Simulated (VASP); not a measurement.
RbSnS:

```
CELL_PARAMETERS angstrom
4.64916 0.00000 0.00000
0.00000 4.64916 0.00000
0.00000 0.00000 5.32857
ATOMIC_POSITIONS crystal
Rb 0.00000 0.00000 0.00000
Sn 0.50000 0.50000 0.50000
S 0.50000 0.50000 0.00000
```

The cell was built by a generator and needn't be a form met in nature.

```yaml
Program: VASP 6.6.1
Task: relaxation of cell and atoms
Functional: PBE
Potentials_or_basis: VASP PAW PBE potentials, release 64 (Rb_sv, Sn_d, S)
Cutoff: 600 eV
k_mesh: 6 × 6 × 5
Occupations: gaussian, width 0.05 eV
Spin: no spin polarisation
```

At the start: pressure 0.6 GPa; volume 38.39 Å³/atom.

Q: How do energy, volume and symmetry change on relaxing?

A: Over 5 steps the energy falls by 2.2 meV/atom and the volume is 39.24 Å³/atom (+2.2 %); space group P4/mmm (No. 123, to 0.05 Å).

The path:
| step | energy change (eV) | largest force (eV/Å) | pressure (GPa) | volume (Å³) |
| --- | --- | --- | --- | --- |
| 1 | 0.0000 | 0.0000 | 0.62 | 115.18 |
| 2 | -0.0060 | 0.0000 | -0.07 | 117.66 |
| 3 | -0.0065 | 0.0000 | 0.06 | 117.12 |
| 4 | -0.0066 | 0.0000 | 0.03 | 117.41 |
| 5 | -0.0067 | 0.0000 | 0.00 | 117.72 |

Final structure:
```
Rb Sn S
1.0
     4.67222    0.00000    0.00000
     0.00000    4.67222    0.00000
     0.00000    0.00000    5.39263
Rb Sn S
1 1 1
Direct
  0.00000 0.00000 0.00000
  0.50000 0.50000 0.50000
  0.50000 0.50000 0.00000
```
